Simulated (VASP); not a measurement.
# AlIn3N2 (P-3m1) in VASP: single point with r2SCAN

Aim: the single point of AlIn3N2 with r2SCAN.

Everything below comes from runs of VASP 6.6.1. Logs are shortened: lines on timing, memory, paths and dates and some standing lists are left out, and cuts for length are marked.

### Step 1. The structure

It takes space group P-3m1 (No. 164, trigonal). The conventional cell has a = 3.136 Å, b = 3.136 Å, c = 12.301 Å, α = 90.00°, β = 90.00°, γ = 120.00°. Al (site symmetry -3m) has 6 N at 2.06 Å as nearest neighbours. In (site symmetry 3m) has 1 N at 2.10 Å as nearest neighbours. Around In (site symmetry -3m) lie 12 In at 3.14 to 3.57 Å. N (site symmetry 3m) has 3 Al at 2.06 Å and 1 In at 2.10 Å as nearest neighbours.

The cell was built by a generator and needn't be a form met in nature.

### Step 2. Single point, r2SCAN

Input file INCAR:

```
SYSTEM = AlIn3N2
PREC = Accurate
ENCUT = 520
EDIFF = 1E-6
ISMEAR = 0
SIGMA = 0.1
LREAL = .False.
LASPH = .True.
NELM = 150
ALGO = Normal
ISIF = 2
LWAVE = .False.
LCHARG = .False.
METAGGA = R2SCAN
LMIXTAU = .True.
KPAR = 4
```

Input file KPOINTS:

```
regular mesh
0
Gamma
  12 12 4
  0 0 0
```

Input file POSCAR:

```
AlIn3N2
1.0
    3.1355790000      0.0000000000      0.0000000000
   -1.5677900000      2.7154910000      0.0000000000
    0.0000000000      0.0000000000     12.3010500000
Al In N
1 3 2
Direct
    0.0000000000      0.0000000000      0.0000000000
    0.3333330000      0.6666670000      0.2497770000
    0.6666670000      0.3333330000      0.7502230000
    0.0000000000      0.0000000000      0.5000000000
    0.6666670000      0.3333330000      0.9205850000
    0.3333330000      0.6666670000      0.0794150000
```

Potentials or basis: VASP PAW PBE potentials, release 64 (Al, In_d, N).

Run with:

```
> cat potpaw_PBE.64/Al/POTCAR potpaw_PBE.64/In_d/POTCAR potpaw_PBE.64/N/POTCAR > POTCAR
> mpirun -np 4 vasp_std > vasp.out
```

OUTCAR:

```text
SYSTEM = AlIn3N2
   PREC = Accurate
   ENCUT = 520
   EDIFF = 1E-6
   ISMEAR = 0
   LREAL = .False.
   LASPH = .True.
   NELM = 150
   ISIF = 2
   METAGGA = R2SCAN

 ion  position               nearest neighbor table
   1  0.000  0.000  0.000-   5 2.06   6 2.06   5 2.06   6 2.06   5 2.06   6 2.06   2 3.57   3 3.57
                             2 3.57   3 3.57   3 3.57   2 3.57
   2  0.333  0.667  0.250-   6 2.10   1 3.57   1 3.57   1 3.57   4 3.57   4 3.57   4 3.57
   3  0.667  0.333  0.750-   5 2.10   1 3.57   1 3.57   1 3.57   4 3.57   4 3.57   4 3.57
   4  0.000  0.000  0.500-   2 3.57   3 3.57   3 3.57   2 3.57   3 3.57   2 3.57
   5  0.667  0.333  0.921-   1 2.06   1 2.06   1 2.06   3 2.10
   6  0.333  0.667  0.079-   1 2.06   1 2.06   1 2.06   2 2.10

  LATTYP: Found a hexagonal cell.
 ALAT       =     3.1355790000
 C/A-ratio  =     3.9230553592

  Lattice vectors:

 A1 = (   3.1355790000,   0.0000000000,   0.0000000000)
 A2 = (  -1.5677900000,   2.7154910000,   0.0000000000)
 A3 = (   0.0000000000,   0.0000000000,  12.3010500000)

Analysis of symmetry for initial positions (statically):
=====================================================================
 Subroutine PRICEL returns:
 Original cell was already a primitive cell.

 Routine SETGRP: Setting up the symmetry group for a
 hexagonal supercell.

 Subroutine GETGRP returns: Found 12 space group operations
 (whereof 12 operations were pure point group operations)
 out of a pool of 24 trial point group operations.

The static configuration has the point symmetry D_3d.

Analysis of symmetry for dynamics (positions and initial velocities):
=====================================================================
 Subroutine PRICEL returns:
 Original cell was already a primitive cell.

 Routine SETGRP: Setting up the symmetry group for a
 hexagonal supercell.

 Subroutine GETGRP returns: Found 12 space group operations
 (whereof 12 operations were pure point group operations)
 out of a pool of 24 trial point group operations.

The dynamic configuration has the point symmetry D_3d.

 Subroutine INISYM returns: Found 12 space group operations
 (whereof 12 operations are pure point group operations),
 and found     1 'primitive' translations

----------------------------------------------------------------------------------------

                                     Primitive cell

  volume of cell :     104.7390

  direct lattice vectors                    reciprocal lattice vectors
     3.135579000  0.000000000  0.000000000     0.318920365  0.184128822  0.000000000
    -1.567790000  2.715491000  0.000000000     0.000000000  0.368257527  0.000000000
     0.000000000  0.000000000 12.301050000     0.000000000  0.000000000  0.081293873

  length of vectors
     3.135579000  3.135579190 12.301050000     0.368257549  0.368257527  0.081293873

  position of ions in fractional coordinates (direct lattice)
     0.000000000  0.000000000  0.000000000
     0.333333000  0.666667000  0.249777000
     0.666667000  0.333333000  0.750223000
     0.000000000  0.000000000  0.500000000
     0.666667000  0.333333000  0.920585000
     0.333333000  0.666667000  0.079415000

  ion indices of the primitive-cell ions
   primitive index   ion index
                 1           1
                 2           2
                 3           3
                 4           4
                 5           5
                 6           6

----------------------------------------------------------------------------------------

 KPOINTS: regular mesh

Automatic generation of k-mesh.
 Grid dimensions read from file:
 generate k-points for:   12   12    4

 Generating k-lattice:

  Cartesian coordinates                     Fractional coordinates (reciprocal lattice)
     0.026576697  0.015344069  0.000000000     0.083333333  0.000000000  0.000000000
     0.000000000  0.030688127  0.000000000     0.000000000  0.083333333  0.000000000
     0.000000000  0.000000000  0.020323468     0.000000000  0.000000000  0.250000000

  Length of vectors
     0.030688129  0.030688127  0.020323468

  Shift w.r.t. Gamma in fractional coordinates (k-lattice)
     0.000000000  0.000000000  0.000000000

 Subroutine IBZKPT returns following result:
 ===========================================

 Found     69 irreducible k-points:

 Following reciprocal coordinates:
            Coordinates               Weight
  0.000000  0.000000  0.000000      1.000000
  0.083333  0.000000  0.000000      6.000000
  0.166667  0.000000  0.000000      6.000000
  0.250000  0.000000  0.000000      6.000000
  0.333333  0.000000  0.000000      6.000000
  0.416667  0.000000  0.000000      6.000000
[... 16 lines left out ...]
  0.166667  0.000000  0.250000      6.000000
  0.000000  0.166667  0.250000      6.000000
 [... further k-points ...]
   k-points           NKPTS =     69   k-points in BZ     NKDIM =     69   number of bands    NBANDS=     31
   number of dos      NEDOS =    301   number of ions     NIONS =      6
   total plane-waves  NPLWV =  55296
   dimension x,y,z NGX =    24 NGY =   24 NGZ =   96
   dimension x,y,z NGXF=    48 NGYF=   48 NGZF=  192
   ions per type =               1   3   2
   NGX,Y,Z   is equivalent  to a cutoff of  12.72, 12.72, 12.97 a.u.
   NGXF,Y,Z  is equivalent  to a cutoff of  25.45, 25.45, 25.95 a.u.
 SYSTEM =  AlIn3N2
   PREC   = accura    normal or accurate (medium, high low for compatibility)
   ISTART =      0    job   : 0-new  1-cont  2-samecut
   ICHARG =      2    charge: 1-file 2-atom 10-const
   ISPIN  =      1    spin polarized calculation?
   LNONCOLLINEAR =      F non collinear calculations
   LSORBIT =      F    spin-orbit coupling
   LASPH  =      T    aspherical Exc in radial PAW
   ENCUT  =  520.0 eV  38.22 Ry    6.18 a.u.   5.83  5.83 22.87*2*pi/ulx,y,z
   NELM   =    150;   NELMIN=  2; NELMDL= -5     # of ELM steps
   EDIFF  = 0.1E-05   stopping-criterion for ELM
   LREAL  =      F    real-space projection
   EDIFFG = 0.1E-04   stopping-criterion for IOM
   NSW    =      0    number of steps for IOM
   IBRION =     -1    ionic relax: 0-MD 1-quasi-New 2-CG
   NFREE  =      0    steps in history (QN), initial steepest desc. (CG)
   ISIF   =      2    stress and relaxation
   ISYM   =      2    0-nonsym 1-usesym 2-fastsym
   POTIM  = 0.5000    time-step for ionic-motion
   TEBEG  =    0.0;   TEEND  =   0.0 temperature during run
   PSTRESS=    0.0 pullay stress
   NELECT =      52.0000    total number of electrons
   NUPDOWN=      -1.0000    fix difference up-down
   EMIN   =  10.00;   EMAX   =-10.00  energy-range for DOS
   EFERMI =   0.00;   METHOD = LEGACY
   ISMEAR =     0;   SIGMA  =   0.10  broadening in eV -4-tet -1-fermi 0-gaus
   EFERMI_NEDOS =   21; number of points for ismear=-14 and -15
   IALGO  =     38    algorithm
   IMIX   =      4    mixing-type and parameters
     AMIX     =   0.40;   BMIX     =  1.00
     AMIX_MAG =   1.60;   BMIX_MAG =  1.00
  volume/ion in A,a.u.               =      17.46       117.80
  Fermi-wavevector in a.u.,A,eV,Ry     =   1.296303  2.449657 22.863249  1.680401
  Thomas-Fermi vector in A             =   2.427768
   LORBIT       =      0    0 simple, 1 ext, 2 COOP (PROOUT), +10 PAW based schemes
   METAGGA = R2SCAN    functional components
   LHFCALC =     F    Hartree Fock is set to
   AEXX    =    0.0000 exact exchange contribution
   IVDW    =     0    specifies the selected vdW correction
   LEPSILON=     F    determine dielectric tensor
   LRPA    =     F    only Hartree local field effects (RPA)
 non-spin polarized calculation
 Gauss-broadening in eV      SIGMA  =   0.10
  energy-cutoff  :      520.00
  volume of cell :      104.74
 maximum number of plane-waves:      2844
   NGX = 11   NGY = 11   NGZ = 45

 number of electron      51.9999999 magnetization

 Free energy of the ion-electron system (eV)
  ---------------------------------------------------
  ext. energy  EPLUGINS =         0.00000000
  ---------------------------------------------------
  free energy    TOTEN  =       -93.00414847 eV

  energy without entropy =      -92.98241210  energy(sigma->0) =      -92.99328028

 E-fermi :   6.9039     XC(G=0): -11.3130

 val. band max:        6.8892227266   @ k =  -0.1667   0.5000   0.2500
 cond. band min:       6.9140895317   @ k =   0.1667   0.0833   0.5000
 fundamental gap:      0.0248668052
 Fermi energy:         6.9039153229

 k-point     1 :       0.0000    0.0000    0.0000
  band No.  band energies     occupation
      1      -9.4029      2.00000
      2      -8.6177      2.00000
      3      -8.6121      2.00000
      4      -8.4632      2.00000
      5      -8.4632      2.00000
      6      -8.1882      2.00000
[... 23 lines left out ...]
     30      15.2809      0.00000
     31      15.6234      0.00000

 k-point     2 :       0.0833    0.0000    0.0000
  band No.  band energies     occupation
      1      -9.3424      2.00000
      2      -8.5961      2.00000
      3      -8.5938      2.00000
      4      -8.4704      2.00000
      5      -8.4319      2.00000
      6      -8.2083      2.00000
[... 23 lines left out ...]
     30      15.4825      0.00000
     31      15.8839      0.00000

 k-point     3 :       0.1667    0.0000    0.0000
  band No.  band energies     occupation
      1      -9.1759      2.00000
      2      -8.5769      2.00000
      3      -8.5461      2.00000
      4      -8.4545      2.00000
      5      -8.3452      2.00000
      6      -8.2627      2.00000
[... 23 lines left out ...]
     30      14.1497      0.00000
     31      15.0773      0.00000

 k-point     4 :       0.2500    0.0000    0.0000
  band No.  band energies     occupation
      1      -8.9476      2.00000
      2      -8.6158      2.00000
      3      -8.4983      2.00000
      4      -8.3736      2.00000
      5      -8.3331      2.00000
      6      -8.2243      2.00000
[... 635 lines left out ...]
     30      15.2526      0.00000
     31      16.2857      0.00000

 k-point    23 :       0.1667    0.0000    0.2500
  band No.  band energies     occupation
      1      -9.1759      2.00000
      2      -8.5771      2.00000
      3      -8.5429      2.00000
      4      -8.4559      2.00000
      5      -8.3452      2.00000
      6      -8.2643      2.00000
[... 23 lines left out ...]
     30      14.1147      0.00000
     31      15.0142      0.00000

 k-point    24 :       0.0000    0.1667    0.2500
  band No.  band energies     occupation
      1      -9.1756      2.00000
      2      -8.5738      2.00000
      3      -8.5496      2.00000
      4      -8.4535      2.00000
      5      -8.3452      2.00000
      6      -8.2650      2.00000
[... 23 lines left out ...]
     30      13.8719      0.00000
     31      15.3425      0.00000

 [... further k-points ...]

------------------------ aborting loop because EDIFF is reached ----------------------------------------

  FORCE on cell =-STRESS in cart. coord.  units (eV):
  Direction    XX          YY          ZZ          XY          YZ          ZX
  --------------------------------------------------------------------------------------
  -------------------------------------------------------------------------------------
  Total       -2.0164969     -2.0164968     -1.7741406      0.0000004     -0.0000000     -0.0000000
  in kB      -30.8460706    -30.8460690    -27.1387800      0.0000057     -0.0000000     -0.0000000
  external PRESSURE =     -29.6103065 kB  Pullay stress =       0.0000000 kB

 VOLUME and BASIS-vectors are now :
 -----------------------------------------------------------------------------
  energy-cutoff  :      520.00
  volume of cell :      104.74
      direct lattice vectors                 reciprocal lattice vectors
     3.135579000  0.000000000  0.000000000     0.318920365  0.184128822  0.000000000
    -1.567790000  2.715491000  0.000000000     0.000000000  0.368257527  0.000000000
     0.000000000  0.000000000 12.301050000     0.000000000  0.000000000  0.081293873

 POSITION                                       TOTAL-FORCE (eV/Angst)
 -----------------------------------------------------------------------------------
      0.00000      0.00000      0.00000        -0.000000      0.000000      0.000000
     -0.00000      1.81033      3.07252        -0.000000      0.000000     -0.267248
      1.56779      0.90516      9.22853         0.000000     -0.000000      0.267248
      0.00000      0.00000      6.15053        -0.000000      0.000000      0.000000
      1.56779      0.90516     11.32416        -0.000000     -0.000000     -0.127020
     -0.00000      1.81033      0.97689         0.000000      0.000000      0.127020
 -----------------------------------------------------------------------------------
    total drift:                                0.000000      0.000000      0.000000

  FREE ENERGIE OF THE ION-ELECTRON SYSTEM (eV)
  ---------------------------------------------------
  free  energy   TOTEN  =       -93.0041484655 eV

  energy  without entropy=      -92.9824120963  energy(sigma->0) =      -92.99328028
```

Wall time 3.1 min (4 MPI ranks of Intel Xeon Platinum 8488C (Sapphire Rapids), shared host); peak memory 0.36 GiB.

What came out:

* Free energy: -93.0041 eV
* Pressure: -3.0 GPa
* Largest force: 0.267 eV/Å
* Band gap on the k mesh: none (metal or under the smearing width)

Forces on the atoms (eV/Å):
```
Al   0.000  0.000  0.000
In   0.000  0.000 -0.267
In   0.000  0.000  0.267
In   0.000  0.000  0.000
N    0.000  0.000 -0.127
N    0.000  0.000  0.127
```

Levels at points of the mesh, in eV from the Fermi level:
```tsv
k point	band 24	band 25	band 26	band 27	band 28	band 29
(0.00, 0.00, 0.00)	-0.62	0.28	0.28	1.65	3.79	6.81
(0.50, 0.00, 0.00)	-1.89	-1.57	-1.38	-0.11	0.56	0.63
(0.00, 0.00, 0.50)	-0.62	0.28	0.28	0.34	5.01	5.81
(0.50, 0.00, 0.50)	-1.89	-1.31	-0.40	-0.17	-0.11	0.46
```

Caveat: the PAW data sets were made with another functional, which shifts forces and pressure a little.
